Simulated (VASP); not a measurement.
PbF$_{2}$ (fluorite), at 0.96 of the tabulated volume:

```xyz
3
Lattice="0.0000 2.9299 2.9299 2.9299 0.0000 2.9299 2.9299 2.9299 0.0000" Properties=species:S:1:pos:R:3 pbc="T T T"
Pb     0.0000     0.0000     0.0000
F      1.4649     1.4649     1.4649
F      4.3948     4.3948     4.3948
```

The lowest empty band near X, direction across the valley's axis, from PBE with spin-orbit coupling in VASP (PAW); its two spin partners are averaged. The gap over the points computed is 4.15 eV, and the next band on that side lies 3.35 eV away at the edge.

Run with 520 eV cut-off, 7×7×7 Γ-centred mesh, Gaussian smearing of 0.050 eV, potentials Pb_d F.

| distance from the edge in k (1/Å) | distance in energy (meV) |
|---|---|
| 0.025 | 4.4 |
| 0.035 | 8.6 |
| 0.050 | 17.6 |
| 0.070 | 34.4 |

Task: Fit E(1 + αE) = ħ²k²/2m* (ħ²/2m0 = 3.810 eV Å²) and predict the row at 0.095 1/Å.

Result: The rows don't resolve α, so a parabola serves: the electron mass is m* = 0.542 m0, and so 63.4 meV. The run gave 63.0 meV, -0.4 meV from the fit.

Left out are points under 3 meV from the edge, since the levels carry 0.1 meV, and points farther than half the way to the next band.

The compound is PbF2 in the fluorite structure, the β form. The cell was not relaxed at this level.
